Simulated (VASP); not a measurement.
Data:

```
GaN
1.0
    0.00000     2.08275     2.08275
    2.08275     0.00000     2.08275
    2.08275     2.08275     0.00000
Ga N
1 1
Cartesian
  0.00000   0.00000   0.00000
  2.08275   2.08275   2.08275
```

These are PBEsol GGA, VASP's PBE PAW potentials (set 64) (plane waves; VASP) values and carry that method's errors. Numerical set-up: 620 eV cut-off, 11×11×11 Γ-centred mesh, Gaussian smearing of 0.050 eV, potentials Ga_d N.

Problem. What does the run give for the energy per atom (σ→0), pressure?

Solution. 
| Quantity | Result |
|---|---|
| energy per atom (σ→0) | -6.119 eV/atom |
| pressure | 100.5 kbar |

The structure was generated: GaN was put into the rock salt type (Fm-3m), which need not be its known phase. It was relaxed first under an external pressure of 10 GPa.
